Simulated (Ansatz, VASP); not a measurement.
## Cross-check of TaN between VASP and Ansatz

Aim: how closely do two programs agree when they are given the same cell, functional and k mesh? The cell is taken from a series of runs on this material, whose earlier steps may have relaxed, scaled, displaced or heated it; both programs get it as it stands.

Program: Ansatz 0.2.0. Level of theory: plane waves, with VASP 6.6.1 beside it; zone-centre phonons at PBEsol. Results are calculated unless marked as measured.

## Step 1: Starting point

It takes space group P6/mmm (No. 191, hexagonal). Conventional cell: a = 5.248 Å, b = 5.248 Å, c = 2.911 Å, α = 90.00°, β = 90.00°, γ = 120.00°. Nearest to N lie 6 Ta at 2.10 to 2.62 Å. Ta has 6 N at 2.62 Å and 2 Ta at 2.91 Å nearest. Nearest to Ta lie 6 N at 2.10 Å. Farther neighbours and most contacts between anions are not listed.

Coordinates:

```
N Ta
1.0
     5.24845    0.00000    0.00000
    -2.62422    4.54529    0.00000
     0.00000    0.00000    2.91145
N Ta
3 3
Direct
  0.50000 0.00000 0.00000
  0.50000 0.50000 0.00000
  0.00000 0.50000 0.00000
  0.00000 0.00000 0.00000
  0.33333 0.66667 0.50000
  0.66667 0.33333 0.50000
```

## Step 2: VASP: zone-centre phonons, PBEsol

Second derivatives magnify differences that forces hide, and they need a tight electronic threshold.

Lines of VASP's logs that name or quote its potential files are left out, and so is its time.

File INCAR:

```
SYSTEM = TaN
PREC = Accurate
ENCUT = 600
EDIFF = 1E-08
NELM = 120
ISMEAR = 1
SIGMA = 0.2
LREAL = .FALSE.
ALGO = Normal
GGA = PS
NBANDS = 30
LASPH = .TRUE.
LORBIT = 11
LWAVE = .FALSE.
LCHARG = .FALSE.
ISIF = 2
IBRION = 8
GGA_COMPAT = .FALSE.
KPAR = 2
```

File POSCAR:

```
TaN
1.0
    5.2484472446      0.0000000000      0.0000000000
   -2.6242236223      4.5452886442      0.0000000000
    0.0000000000      0.0000000000      2.9114504135
N Ta
3 3
Direct
    0.5000000000      0.0000000000      0.0000000000
    0.5000000000      0.5000000000      0.0000000000
    0.0000000000      0.5000000000      0.0000000000
    0.0000000000      0.0000000000      0.0000000000
    0.3333333333      0.6666666667      0.5000000000
    0.6666666667      0.3333333333      0.5000000000
```

File KPOINTS:

```
Automatic mesh
0
Gamma
9 9 12
0 0 0
```

PAW data sets: N and Ta_pv (PBE family, release 64).

Launch:

```
$ mpirun -np 2 vasp_std
```

Numbers of over 12 decimals in the logs are rounded to 6 here.

Output:

```text
[banner, memory and clock lines left out]
running    2 mpi-ranks, on    1 nodes
 distrk:  each k-point on    1 cores,    2 groups
 distr:  one band on    1 cores,    1 groups

 POSCAR found type information on POSCAR N Ta
 POSCAR found :  2 types and       6 ions
|                                                                             |
|               ----> ADVICE to this user running VASP <----                  |
|                                                                             |
|     You enforced a specific xc type in the INCAR file but a different       |
|     [... a line on the potential file left out ...]
|     I HOPE YOU KNOW WHAT YOU ARE DOING!                                     |
|                                                                             |

 LDA part: xc-table for (Slater+PW92), standard interpolation
 POSCAR, INCAR and KPOINTS ok, starting setup
 FFT: planning ... GRIDC
 FFT: planning ... GRID_SOFT
 FFT: planning ... GRID
 WAVECAR not read
 entering main loop
       N       E                     dE             d eps       ncg     rms          rms(c)
DAV:   1     0.478075974617E+03    0.47808E+03   -0.28713E+04  5040   0.186E+03
DAV:   2    -0.452987670824E+02   -0.52337E+03   -0.50576E+03  5800   0.513E+02
DAV:   3    -0.779825597857E+02   -0.32684E+02   -0.31953E+02  6296   0.121E+02
DAV:   4    -0.786897367841E+02   -0.70718E+00   -0.69572E+00  6276   0.168E+01
DAV:   5    -0.787063695280E+02   -0.16633E-01   -0.16599E-01  6286   0.206E+00    0.446E+01
DAV:   6    -0.693114376328E+02    0.93949E+01   -0.53934E+01  6490   0.417E+01    0.194E+01
DAV:   7    -0.688915149650E+02    0.41992E+00   -0.49610E+00  6594   0.154E+01    0.110E+01
DAV:   8    -0.687347406706E+02    0.15677E+00   -0.10386E+00  6542   0.550E+00    0.362E+00
DAV:   9    -0.687024421637E+02    0.32299E-01   -0.13453E-01  6468   0.294E+00    0.481E-01
DAV:  10    -0.687015020299E+02    0.94013E-03   -0.25339E-02  6416   0.879E-01    0.209E-01
DAV:  11    -0.687008464155E+02    0.65561E-03   -0.59715E-03  6352   0.467E-01    0.541E-02
DAV:  12    -0.687008101041E+02    0.36311E-04   -0.29715E-04  6454   0.116E-01    0.191E-02
DAV:  13    -0.687008101053E+02   -0.11578E-08   -0.18278E-05  6580   0.254E-02    0.617E-03
DAV:  14    -0.687008101429E+02   -0.37617E-07   -0.19508E-06  6890   0.912E-03    0.217E-03
DAV:  15    -0.687008099961E+02    0.14677E-06   -0.29113E-07  6820   0.361E-03    0.262E-04
DAV:  16    -0.687008100048E+02   -0.86575E-08   -0.13023E-08  4052   0.812E-04
   1 F= -.68700810E+02 E0= -.68702385E+02  d E =0.472362E-02
 Linear response reoptimize wavefunctions to high precision
DAV:   1    -0.687008099981E+02    0.67121E-08   -0.18034E-09  3968   0.366E-04
DAV:   2    -0.687008099981E+02   -0.59117E-10   -0.36436E-10  3966   0.120E-04
 Linear response DOF=           7
 Linear response progress:
  Degree of freedom:   1/  7
       N       E                     dE             d eps       ncg     rms          rms(c)
RMM:   1    -0.240665940429E+00   -0.24067E+00    0.13924E-01 20968   0.211E+00
RMM:   2    -0.238556171521E+00    0.21098E-02   -0.12002E-02 18061   0.446E-01    0.136E-01
RMM:   3    -0.239542704570E+00   -0.98653E-03   -0.22163E-03 17517   0.163E-01    0.688E-02
RMM:   4    -0.240522233478E+00   -0.97953E-03   -0.48075E-04 18267   0.855E-02    0.213E-02
RMM:   5    -0.240702532712E+00   -0.18030E-03   -0.67786E-05 19021   0.294E-02    0.707E-03
RMM:   6    -0.240702600153E+00   -0.67441E-07   -0.61505E-06 18944   0.898E-03    0.115E-03
RMM:   7    -0.240692467385E+00    0.10133E-04   -0.81475E-07 19996   0.269E-03    0.641E-04
RMM:   8    -0.240692951755E+00   -0.48437E-06   -0.34168E-07 20509   0.926E-04    0.235E-04
RMM:   9    -0.240692924524E+00    0.27231E-07   -0.16067E-07 21208   0.404E-04    0.472E-05
RMM:  10    -0.240692941293E+00   -0.16769E-07   -0.45423E-08 21333   0.259E-04    0.244E-05
RMM:  11    -0.240692866965E+00    0.74328E-07   -0.20528E-08 21943   0.199E-04    0.500E-06
RMM:  12    -0.240692912406E+00   -0.45441E-07   -0.12119E-07 22411   0.185E-04    0.210E-06
RMM:  13    -0.240692923231E+00   -0.10825E-07   -0.61488E-08 22833   0.181E-04    0.198E-06
RMM:  14    -0.240692918836E+00    0.43959E-08   -0.81828E-08 21885   0.179E-04    0.753E-07
 first order change of Fermi-energy   0.50938E-06
 force on displaced ion       1 direction 1 :   5.461  -0.000   0.000
 Linear response progress:
  Degree of freedom:   2/  7
       N       E                     dE             d eps       ncg     rms          rms(c)
RMM:   1    -0.255103102012E+00   -0.25510E+00    0.15480E-01 21924   0.243E+00
RMM:   2    -0.247019341929E+00    0.80838E-02   -0.19327E-02 17634   0.512E-01    0.466E-01
RMM:   3    -0.247928115936E+00   -0.90877E-03   -0.39029E-03 19011   0.239E-01    0.295E-01
[...]
RMM:  11    -0.234876584724E+00    0.14802E-06   -0.98516E-09 21847   0.230E-04    0.172E-05
RMM:  12    -0.234876690092E+00   -0.10537E-06   -0.11552E-07 22156   0.206E-04    0.267E-06
RMM:  13    -0.234876686127E+00    0.39652E-08   -0.44829E-08 22694   0.198E-04    0.238E-06
 first order change of Fermi-energy  -0.30815E-03
 force on displaced ion       1 direction 3 :  -0.000   0.000 -17.315
 Linear response progress:
  Degree of freedom:   4/  7
       N       E                     dE             d eps       ncg     rms          rms(c)
[...]
Linear response progress:
  Degree of freedom:   5/  7
       N       E                     dE             d eps       ncg     rms          rms(c)
RMM:   1    -0.111088731724E+00   -0.11109E+00    0.15542E+01  5909   0.161E+01
RMM:   2    -0.140028730445E+00   -0.28940E-01   -0.33605E-02  7739   0.877E-01    0.154E-01
RMM:   3    -0.138078527620E+00    0.19502E-02   -0.52058E-03  8320   0.242E-01    0.648E-02
RMM:   4    -0.136836945023E+00    0.12416E-02   -0.97440E-04  8911   0.113E-01    0.292E-02
RMM:   5    -0.136324423243E+00    0.51252E-03   -0.10293E-04  9894   0.342E-02    0.316E-03
RMM:   6    -0.136354190708E+00   -0.29767E-04   -0.12501E-05  9328   0.915E-03    0.133E-03
RMM:   7    -0.136354735643E+00   -0.54493E-06   -0.28287E-06  9731   0.296E-03    0.331E-04
RMM:   8    -0.136359102339E+00   -0.43667E-05   -0.15645E-06 10001   0.130E-03    0.913E-05
RMM:   9    -0.136360072119E+00   -0.96978E-06   -0.11493E-06 10347   0.690E-04    0.539E-05
RMM:  10    -0.136360775995E+00   -0.70388E-06   -0.55023E-07 10279   0.474E-04    0.320E-05
RMM:  11    -0.136360477860E+00    0.29813E-06   -0.28683E-07 10357   0.368E-04    0.122E-05
RMM:  12    -0.136360597524E+00   -0.11966E-06   -0.25485E-07 10903   0.318E-04    0.832E-06
RMM:  13    -0.136360651159E+00   -0.53635E-07   -0.13695E-07 10969   0.287E-04    0.759E-06
RMM:  14    -0.136360824487E+00   -0.17333E-06   -0.12963E-07 10770   0.273E-04    0.272E-06
RMM:  15    -0.136360842036E+00   -0.17548E-07   -0.96844E-08 11250   0.256E-04    0.142E-06
RMM:  16    -0.136360803991E+00    0.38045E-07   -0.80531E-08 11005   0.248E-04    0.251E-06
RMM:  17    -0.136360816286E+00   -0.12295E-07   -0.70013E-08 10673   0.241E-04    0.282E-06
RMM:  18    -0.136360806617E+00    0.96694E-08   -0.62531E-08 10704   0.237E-04    0.384E-06
 first order change of Fermi-energy   0.11568E-02
 force on displaced ion       4 direction 3 :   0.000   0.000  -6.607
 Linear response progress:
  Degree of freedom:   6/  7
       N       E                     dE             d eps       ncg     rms          rms(c)
RMM:   1    -0.182379833476E+00   -0.18238E+00    0.10434E+01 17739   0.203E+01
RMM:   2    -0.210889839091E+00   -0.28510E-01   -0.52974E-02 28632   0.140E+00    0.207E-01
RMM:   3    -0.210455263764E+00    0.43458E-03   -0.80019E-03 31046   0.335E-01    0.113E-01
RMM:   4    -0.209950443086E+00    0.50482E-03   -0.91898E-04 35868   0.125E-01    0.463E-02
RMM:   5    -0.209788863420E+00    0.16158E-03   -0.95087E-05 37020   0.390E-02    0.216E-02
RMM:   6    -0.209690555185E+00    0.98308E-04   -0.61086E-05 35358   0.152E-02    0.455E-03
RMM:   7    -0.209683985325E+00    0.65699E-05   -0.67894E-05 36088   0.761E-03    0.162E-03
RMM:   8    -0.209682561846E+00    0.14235E-05   -0.31894E-05 36068   0.367E-03    0.821E-04
RMM:   9    -0.209683729448E+00   -0.11676E-05   -0.18039E-05 37388   0.163E-03    0.387E-04
RMM:  10    -0.209684480062E+00   -0.75061E-06   -0.12106E-05 36043   0.117E-03    0.142E-04
RMM:  11    -0.209684783210E+00   -0.30315E-06   -0.72977E-06 37789   0.709E-04    0.546E-05
RMM:  12    -0.209685042035E+00   -0.25882E-06   -0.48863E-06 37204   0.544E-04    0.191E-05
RMM:  13    -0.209685224837E+00   -0.18280E-06   -0.31251E-06 38877   0.450E-04    0.131E-05
RMM:  14    -0.209685258814E+00   -0.33977E-07   -0.22703E-06 39379   0.396E-04    0.793E-06
[...]
RMM:  25    -0.209685463917E+00    0.30185E-08   -0.58772E-07 42578   0.318E-04    0.443E-07
RMM:  26    -0.209685463314E+00    0.60272E-09   -0.57996E-07 42681   0.318E-04    0.519E-07
RMM:  27    -0.209685463014E+00    0.30015E-09   -0.56792E-07 42671   0.318E-04    0.600E-07
RMM:  28    -0.209685461277E+00    0.17363E-08   -0.54637E-07 42987   0.317E-04    0.662E-07
RMM:  29    -0.209685461696E+00   -0.41892E-09   -0.53725E-07 42999   0.317E-04    0.715E-07
RMM:  30    -0.209685462270E+00   -0.57377E-09   -0.55166E-07 43326   0.317E-04    0.761E-07
RMM:  31    -0.209685461602E+00    0.66851E-09   -0.53442E-07 43377   0.317E-04    0.801E-07
RMM:  32    -0.209685462566E+00   -0.96398E-09   -0.53543E-07 43664   0.317E-04    0.773E-07
 first order change of Fermi-energy  -0.32794E-04
 force on displaced ion       5 direction 1 : -26.012  -0.005   0.000
 Linear response progress:
  Degree of freedom:   7/  7
       N       E                     dE             d eps       ncg     rms          rms(c)
RMM:   1    -0.144070847543E+00   -0.14407E+00    0.10373E+01  7595   0.194E+01
RMM:   2    -0.169904083311E+00   -0.25833E-01   -0.43908E-02 11657   0.127E+00    0.147E-01
RMM:   3    -0.169484735438E+00    0.41935E-03   -0.89454E-03 13218   0.343E-01    0.752E-02
RMM:   4    -0.168926090657E+00    0.55864E-03   -0.83156E-04 14675   0.125E-01    0.261E-02
RMM:   5    -0.168732367926E+00    0.19372E-03   -0.84371E-05 14924   0.331E-02    0.785E-03
RMM:   6    -0.168671052544E+00    0.61315E-04   -0.27553E-05 14314   0.114E-02    0.155E-03
RMM:   7    -0.168668606544E+00    0.24460E-05   -0.17381E-05 14530   0.464E-03    0.526E-04
RMM:   8    -0.168669129779E+00   -0.52324E-06   -0.13882E-05 14497   0.220E-03    0.181E-04
RMM:   9    -0.168670531163E+00   -0.14014E-05   -0.90488E-06 15307   0.128E-03    0.743E-05
RMM:  10    -0.168671019832E+00   -0.48867E-06   -0.57106E-06 14254   0.862E-04    0.272E-05
RMM:  11    -0.168671418239E+00   -0.39841E-06   -0.36165E-06 15229   0.632E-04    0.155E-05
RMM:  12    -0.168671521510E+00   -0.10327E-06   -0.23905E-06 15651   0.486E-04    0.803E-06
RMM:  13    -0.168671596683E+00   -0.75172E-07   -0.15829E-06 15776   0.414E-04    0.503E-06
RMM:  14    -0.168671679568E+00   -0.82885E-07   -0.10798E-06 15702   0.367E-04    0.312E-06
RMM:  15    -0.168671695256E+00   -0.15688E-07   -0.76021E-07 16578   0.337E-04    0.232E-06
RMM:  16    -0.168671762102E+00   -0.66846E-07   -0.55083E-07 16065   0.319E-04    0.157E-06
RMM:  17    -0.168671734498E+00    0.27604E-07   -0.40091E-07 16537   0.306E-04    0.193E-06
RMM:  18    -0.168671738057E+00   -0.35591E-08   -0.30503E-07 16483   0.297E-04    0.238E-06
RMM:  19    -0.168671722788E+00    0.15269E-07   -0.22963E-07 16948   0.292E-04    0.420E-06
RMM:  20    -0.168671738044E+00   -0.15256E-07   -0.17749E-07 16963   0.288E-04    0.336E-06
RMM:  21    -0.168671738087E+00   -0.42792E-10   -0.13879E-07 16738   0.285E-04    0.374E-06
RMM:  22    -0.168671739051E+00   -0.96438E-09   -0.11522E-07 16735   0.284E-04    0.379E-06
 first order change of Fermi-energy  -0.11793E-03
 force on displaced ion       5 direction 3 :  -0.000  -0.000 -19.770
 Linear response finished
```

(Part 1 of 2 ends here.)

[Lines on the potential files, build, host, timing and source positions are cut from VASP's logs without a mark.]

[Logs are printed without paths, hosts, clocks, repeated set-up lines and the standing remarks that a program may print on its own settings, such as how far it seeks lower states.]

[Hosts, paths, dates, database ids (printed as entryN), source tags and the programs' standing remarks are cut or masked in the printed files.]
